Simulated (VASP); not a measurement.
Input:

```xyz
5
Lattice="3.9525 0.0000 0.0000 0.0000 3.9525 0.0000 0.0000 0.0000 3.9525" Properties=species:S:1:pos:R:3 pbc="T T T"
Ba     0.0000     0.0000     0.0000
Ti     1.9763     1.9763     1.9763
O      1.9763     0.0000     1.9763
O      0.0000     1.9763     1.9763
O      1.9763     1.9763     0.0000
```

Level of theory: LDA (Ceperley-Alder, Perdew-Zunger), VASP's LDA PAW potentials (set 64) (plane waves; VASP). Numerical set-up: 520 eV cut-off, 6×6×6 Γ-centred mesh, Gaussian smearing of 0.050 eV, potentials Ba_sv Ti_sv O.

### Question
The job: BaTiO3 (cubic perovskite), 5 atoms, LDA, static run, 520 eV, 6×6×6 Γ-centred mesh. Roughly how much core time does it take on a busy server core?

### Answer
About 20 core-seconds (one run on a shared machine, a rough figure). It had 20 irreducible k-points, 24 bands, up to 1743 plane waves and 18 electronic steps.

The compound is BaTiO3 in the cubic perovskite structure, the ideal cubic form; the compound distorts at low or room temperature. It was relaxed first.
